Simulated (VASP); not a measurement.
Level of theory: PBEsol GGA, VASP's PBE PAW potentials (set 64) (plane waves; VASP).

A VASP calculation is set up with these files.

### KPOINTS
```
K-points
0
G
 12 12 12
```

File POSCAR:
```
Tb
1
    0.0000000000     2.4656783971     2.4656783971
    2.4656783971    -0.0000000000     2.4656783971
    2.4656783971     2.4656783971     0.0000000000
Tb
1
Direct
  0.0000000000   0.0000000000   0.0000000000
```

### INCAR
```
EDIFFG=-0.01
LMAXMIX=6   ! l cut-off of mixed one-centre charges
NELM=100   ! most electronic steps
NSW=60
EDIFF=1E-6   ! SCF stop (eV)
LCHARG=.False.
GGA=PS
PREC=Accurate
ALGO=Normal   ! blocked Davidson
ENCUT=400   ! plane-wave cut-off (eV)
LASPH=.True.   ! aspherical one-centre terms
SYSTEM=Tb
IBRION=2
LREAL=.False.   ! projection in real space or not
LWAVE=.False.
ISIF=3   ! ions, shape and volume
ISMEAR=1
SIGMA=0.1   ! width (eV)
```

POTCAR, in this order: Tb_3 (PBE.64 set). Program: vasp_std.

The 4f electrons are frozen in the core of the lanthanide potential, so 4f levels, which can set the real gap, and their magnetism are missing.

**Question.** What does the run give for the energy per atom (σ→0), band gap (on the k-mesh)?

**Answer.** 
* **energy per atom (σ→0)**: -4995 meV/atom
* **band gap (on the k-mesh)**: none (metal, semimetal or under 0.01 eV)

**OSZICAR**
```
...
DAV:   5    -0.499081980683E+01   -0.31841E-06   -0.31840E-06  1480   0.774E-03    0.165E+01
DAV:   6    -0.499111941788E+01   -0.29961E-03   -0.12862E-02  1432   0.979E-01    0.985E+00
DAV:   7    -0.499577826630E+01   -0.46588E-02   -0.20412E-02  1408   0.124E+00    0.155E-01
DAV:   8    -0.499552704430E+01    0.25122E-03   -0.99742E-04  1336   0.270E-01    0.212E-02
DAV:   9    -0.499552931633E+01   -0.22720E-05   -0.34752E-05  1776   0.564E-02    0.108E-02
DAV:  10    -0.499552822970E+01    0.10866E-05   -0.25924E-06  1336   0.141E-02    0.984E-03
DAV:  11    -0.499552831127E+01   -0.81571E-07   -0.26778E-07   712   0.448E-03
   1 F= -.49955283E+01 E0= -.49952047E+01  d E =-.499553E+01
```

The structure was generated: Tb was put into the fcc type (Fm-3m), which need not be its known phase. It was relaxed first, which changed the volume by -6 %. The start is the result of an earlier pass.
